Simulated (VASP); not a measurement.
Output of a VASP run:

OSZICAR:
```
...
DAV:  13    -0.100907505868E+02   -0.46892E-05   -0.18555E-05  5204   0.101E-01    0.883E-03
DAV:  14    -0.100907491324E+02    0.14545E-05   -0.22234E-06  3484   0.401E-02    0.259E-03
DAV:  15    -0.100907489144E+02    0.21792E-06   -0.71310E-07  1988   0.161E-02
   1 F= -.10090749E+02 E0= -.10091544E+02  d E =-.100907E+02
       N       E                     dE             d eps       ncg     rms          rms(c)
DAV:   1    -0.102869764771E+02   -0.19623E+00   -0.34447E+00  3612   0.532E+01    0.341E+00
DAV:   2    -0.101627781541E+02    0.12420E+00   -0.95567E-01  4084   0.445E+01    0.170E+00
DAV:   3    -0.101036879306E+02    0.59090E-01   -0.18725E-01  4300   0.221E+01    0.874E-01
DAV:   4    -0.100952352806E+02    0.84526E-02   -0.23525E-02  5020   0.511E+00    0.332E-01
DAV:   5    -0.100932936221E+02    0.19417E-02   -0.52024E-03  5524   0.154E+00    0.127E-01
DAV:   6    -0.100930155363E+02    0.27809E-03   -0.71135E-04  4912   0.393E-01    0.138E-02
DAV:   7    -0.100930222243E+02   -0.66880E-05   -0.38186E-05  3940   0.889E-02    0.112E-02
DAV:   8    -0.100930207447E+02    0.14796E-05   -0.14433E-06  3432   0.666E-02    0.927E-04
DAV:   9    -0.100930210601E+02   -0.31545E-06   -0.11704E-06  2016   0.123E-02
   2 F= -.10093021E+02 E0= -.10093778E+02  d E =-.227215E-02
       N       E                     dE             d eps       ncg     rms          rms(c)
DAV:   1    -0.101245596515E+02   -0.31539E-01   -0.51598E-01  3732   0.202E+01    0.134E+00
DAV:   2    -0.101043916486E+02    0.20168E-01   -0.14900E-01  3936   0.162E+01    0.643E-01
DAV:   3    -0.100964423929E+02    0.79493E-02   -0.29456E-02  4324   0.918E+00    0.363E-01
DAV:   4    -0.100949020865E+02    0.15403E-02   -0.33111E-03  5104   0.210E+00    0.138E-01
DAV:   5    -0.100945858793E+02    0.31621E-03   -0.80251E-04  5564   0.710E-01    0.486E-02
DAV:   6    -0.100945491607E+02    0.36719E-04   -0.91052E-05  5440   0.161E-01    0.975E-03
DAV:   7    -0.100945483266E+02    0.83407E-06   -0.77732E-06  3812   0.335E-02
   3 F= -.10094548E+02 E0= -.10095321E+02  d E =-.379941E-02
       N       E                     dE             d eps       ncg     rms          rms(c)
DAV:   1    -0.100959051872E+02   -0.13560E-02   -0.47506E-02  3712   0.267E+00    0.242E-01
DAV:   2    -0.100952248130E+02    0.68037E-03   -0.11216E-03  4628   0.112E+00    0.136E-01
DAV:   3    -0.100950167164E+02    0.20810E-03   -0.48135E-04  4468   0.113E+00    0.911E-02
DAV:   4    -0.100948789106E+02    0.13781E-03   -0.17886E-04  4600   0.666E-01    0.126E-02
DAV:   5    -0.100948802113E+02   -0.13007E-05   -0.36155E-05  4316   0.683E-02    0.624E-03
DAV:   6    -0.100948799161E+02    0.29522E-06   -0.44692E-07  2056   0.252E-02
   4 F= -.10094880E+02 E0= -.10095666E+02  d E =-.331589E-03
       N       E                     dE             d eps       ncg     rms          rms(c)
DAV:   1    -0.100952302478E+02   -0.35004E-03   -0.14085E-02  3724   0.145E+00    0.132E-01
DAV:   2    -0.100950300748E+02    0.20017E-03   -0.32588E-04  4640   0.606E-01    0.745E-02
DAV:   3    -0.100949677143E+02    0.62360E-04   -0.14328E-04  4468   0.615E-01    0.496E-02
DAV:   4    -0.100949266748E+02    0.41039E-04   -0.53139E-05  4612   0.362E-01    0.660E-03
DAV:   5    -0.100949270083E+02   -0.33345E-06   -0.10586E-05  4348   0.367E-02    0.340E-03
DAV:   6    -0.100949269008E+02    0.10746E-06   -0.12494E-07  1844   0.137E-02
   5 F= -.10094927E+02 E0= -.10095720E+02  d E =-.378574E-03
```

File OUTCAR:
```
------------------------ aborting loop because EDIFF is reached ----------------------------------------
  FORCE on cell =-STRESS in cart. coord.  units (eV):
  Direction    XX          YY          ZZ          XY          YZ          ZX
  --------------------------------------------------------------------------------------
  Total        0.0053057      0.0053057      0.0060947      0.0000000     -0.0000000      0.0000000
  in kB        0.4614003      0.4614001      0.5300161      0.0000000     -0.0000000      0.0000000
  external PRESSURE =       0.4842721 kB  Pullay stress =       0.0000000 kB
  volume of cell :       18.42
      direct lattice vectors                 reciprocal lattice vectors
     2.832501518  0.000000000  0.000000000     0.353044824  0.203830559 -0.000000000
    -1.416250759  2.453017855 -0.000000000    -0.000000000  0.407661118 -0.000000000
     0.000000000  0.000000000  2.651568046    -0.000000000  0.000000000  0.377135334
 POSITION                                       TOTAL-FORCE (eV/Angst)
 -----------------------------------------------------------------------------------
     -1.41625      2.45302     -0.00000        -0.000000     -0.000000      0.000000
      1.41625      0.81767      1.32578         0.000000      0.000000      0.000000
 -----------------------------------------------------------------------------------
    total drift:                               -0.001555      0.000896      0.000000
  FREE ENERGIE OF THE ION-ELECTRON SYSTEM (eV)
  ---------------------------------------------------
  free  energy   TOTEN  =       -10.0949269008 eV

  energy  without entropy=      -10.0973062040  energy(sigma->0) =      -10.09572000

 reached required accuracy - stopping structural energy minimisation
```
(Selected blocks of OUTCAR.)

POSCAR:
```
CuO
1
    2.8072011431     0.0000000000     0.0000000000
   -1.4036005715     2.4311070982    -0.0000000000
    0.0000000000    -0.0000000000     2.6492732766
Cu O
1 1
Direct
  0.0000000000   1.0000000000   0.0000000000
  0.6666670000   0.3333330000   0.5000000000
```

Task: Reconstruct the remaining input files.

Result: Several could match; the one computed here: the input of the run itself, PBEsol GGA, plane waves, VASP's PBE PAW potentials (set 64).

File KPOINTS:
```
Regular mesh
0
gamma
 13 13 12
```

### INCAR
```
# general
SYSTEM   =  CuO
PREC     =  Accurate
ENCUT    =  520
LREAL    =  .FALSE.
LASPH    =  .TRUE.

# electronic loop
EDIFF    =  1E-6
NELM     =  100
ALGO     =  Normal
LMAXMIX  =  4

# smearing
ISMEAR   =  1
SIGMA    =  0.1

# functional
GGA      =  PS

# ions
IBRION   =  2
NSW      =  60
ISIF     =  3
EDIFFG   =  -0.01

# output
LWAVE    =  .FALSE.
LCHARG   =  .FALSE.
```

POTCAR, in this order: Cu O (PBE.64 set). Program: vasp_std.

The structure was generated: CuO was put into the WC type (P-6m2), which need not be its known phase. This run relaxes it. Symmetry was kept, so distortions that lower it aren't found. The start is the result of an earlier pass. The electron count is odd and the run is not spin-polarised, which forces a metal.
